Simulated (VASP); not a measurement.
These are optB86b-vdW, VASP's PBE PAW potentials (set 64) (plane waves; VASP) values and carry that method's errors.

The input files of a VASP run:

File KPOINTS:
```
kpoints
0
G
  4 4 4
0 0 0
```

**INCAR**
```
SYSTEM = CsSnI3
PREC = Accurate
ENCUT = 520
EDIFF = 1E-7
NELM = 100
ALGO = Normal
LREAL = .FALSE.
LASPH = .TRUE.
ISMEAR = 0
SIGMA = 0.05
GGA = MK
PARAM1 = 0.1234
PARAM2 = 1.0
LUSE_VDW = .TRUE.
AGGAC = 0.0
LMAXMIX = 4
LWAVE = .FALSE.
LCHARG = .FALSE.
ISIF = 2
```

**POSCAR**
```
CsSnI3
1
    6.3132114509     0.0000000000     0.0000000000
    0.0000000000     6.3132114509     0.0000000000
    0.0000000000     0.0000000000     6.3132114509
Cs Sn I
1 1 3
Direct
  0.0000000000   0.0000000000   0.0000000000
  0.5000000000   0.5000000000   0.5000000000
  0.5000000000   0.0000000000   0.5000000000
  0.0000000000   0.5000000000   0.5000000000
  0.5000000000   0.5000000000   0.0000000000
```

POTCAR, in this order: Cs_sv Sn_d I (PBE.64 set). Program: vasp_std.

Output

File OSZICAR:
```
       N       E                     dE             d eps       ncg     rms          rms(c)
DAV:   1     0.366984474763E+03    0.36698E+03   -0.17974E+04   520   0.153E+03
DAV:   2     0.438213597050E+02   -0.32316E+03   -0.31610E+03   622   0.312E+02
DAV:   3    -0.680488910951E+00   -0.44502E+02   -0.43918E+02   640   0.125E+02
DAV:   4    -0.253838592958E+01   -0.18579E+01   -0.18467E+01   654   0.293E+01
DAV:   5    -0.259671130151E+01   -0.58325E-01   -0.58313E-01   822   0.512E+00    0.363E+00
DAV:   6    -0.229105892163E+01    0.30565E+00   -0.54942E-01   630   0.392E+00    0.233E+00
DAV:   7    -0.226227306627E+01    0.28786E-01   -0.32421E-01   654   0.237E+00    0.936E-01
DAV:   8    -0.226819582514E+01   -0.59228E-02   -0.41133E-02   584   0.145E+00    0.254E-01
DAV:   9    -0.226806961206E+01    0.12621E-03   -0.31090E-03   632   0.414E-01    0.113E-01
DAV:  10    -0.226836887665E+01   -0.29926E-03   -0.87484E-04   608   0.168E-01    0.565E-02
DAV:  11    -0.226841501124E+01   -0.46135E-04   -0.26621E-04   588   0.116E-01    0.178E-02
DAV:  12    -0.226841785786E+01   -0.28466E-05   -0.30802E-05   632   0.383E-02    0.183E-02
DAV:  13    -0.226841735139E+01    0.50647E-06   -0.14289E-06   684   0.785E-03    0.708E-03
DAV:  14    -0.226841678686E+01    0.56453E-06   -0.11331E-06   660   0.819E-03    0.207E-03
DAV:  15    -0.226841671062E+01    0.76237E-07   -0.33034E-07   514   0.411E-03
   1 F= -.22684167E+01 E0= -.22684167E+01  d E =-.628509E-16
```

OUTCAR:
```
------------------------ aborting loop because EDIFF is reached ----------------------------------------
  FORCE on cell =-STRESS in cart. coord.  units (eV):
  Direction    XX          YY          ZZ          XY          YZ          ZX
  --------------------------------------------------------------------------------------
  Total       -1.4515924     -1.4515924     -1.4515924      0.0000000      0.0000000     -0.0000000
  in kB       -9.2428150     -9.2428150     -9.2428150      0.0000000      0.0000000     -0.0000000
  external PRESSURE =      -9.2428150 kB  Pullay stress =       0.0000000 kB
  volume of cell :      251.62
      direct lattice vectors                 reciprocal lattice vectors
     6.313211451  0.000000000  0.000000000     0.158397989  0.000000000  0.000000000
     0.000000000  6.313211451  0.000000000     0.000000000  0.158397989  0.000000000
     0.000000000  0.000000000  6.313211451     0.000000000  0.000000000  0.158397989
 POSITION                                       TOTAL-FORCE (eV/Angst)
 -----------------------------------------------------------------------------------
      0.00000      0.00000      0.00000         0.000000      0.000000      0.000000
      3.15661      3.15661      3.15661         0.000000      0.000000      0.000000
      3.15661      0.00000      3.15661         0.000000      0.000000      0.000000
      0.00000      3.15661      3.15661         0.000000      0.000000      0.000000
      3.15661      3.15661      0.00000         0.000000      0.000000      0.000000
 -----------------------------------------------------------------------------------
    total drift:                                0.000000     -0.000000     -0.000000
  FREE ENERGIE OF THE ION-ELECTRON SYSTEM (eV)
  ---------------------------------------------------
  free  energy   TOTEN  =        -2.2684167106 eV

  energy  without entropy=       -2.2684167106  energy(sigma->0) =       -2.26841671
```
(Selected blocks of OUTCAR.)

File OUTCAR:
```
 val. band max:        2.1222920120   @ k =   0.5000   0.5000   0.5000

 cond. band min:       2.6860936348   @ k =   0.5000   0.5000   0.5000


 Fermi energy:         2.4089879904

 k-point     1 :       0.0000    0.0000    0.0000
  band No.  band energies     occupation
      1     -19.9199      2.00000
      2     -19.7902      2.00000
      3     -19.7902      2.00000
      4     -19.7747      2.00000
      5     -19.7747      2.00000
      6     -19.7747      2.00000
      7     -10.6861      2.00000
      8     -10.0658      2.00000
      9     -10.0658      2.00000
     10      -6.6878      2.00000
     11      -6.6878      2.00000
     12      -6.6878      2.00000
     13      -4.0095      2.00000
     14      -2.0739      2.00000
     15      -2.0739      2.00000
     16      -2.0739      2.00000
     17       0.1659      2.00000
     18       0.1659      2.00000
     19       0.1659      2.00000
     20       0.3001      2.00000
     21       0.3001      2.00000
     22       0.3001      2.00000
     23       4.4851      0.00000
     24       5.5089      0.00000
     25       5.5089      0.00000
     26       5.9403      0.00000

 k-point     2 :       0.2500    0.0000    0.0000
  band No.  band energies     occupation
      1     -19.9197      2.00000
      2     -19.7902      2.00000
      3     -19.7896      2.00000
      4     -19.7748      2.00000
      5     -19.7748      2.00000
      6     -19.7747      2.00000
      7     -10.6177      2.00000
      8     -10.1431      2.00000
      9     -10.0646      2.00000
     10      -6.6853      2.00000
     11      -6.6853      2.00000
     12      -6.6808      2.00000
     13      -4.4583      2.00000
     14      -2.0222      2.00000
     15      -2.0222      2.00000
     16      -1.1711      2.00000
     17       0.0674      2.00000
     18       0.0674      2.00000
     19       0.0896      2.00000
     20       0.2351      2.00000
     21       0.2351      2.00000
     22       0.2808      2.00000
...
```

Unless said otherwise, spin-orbit coupling is left out, though it shifts the bands of the heavy elements here.

The compound is CsSnI3 in the cubic perovskite structure, the ideal cubic form; the compound distorts at low or room temperature. This cell is one point of a volume scan, at 1.06 of the reference volume.
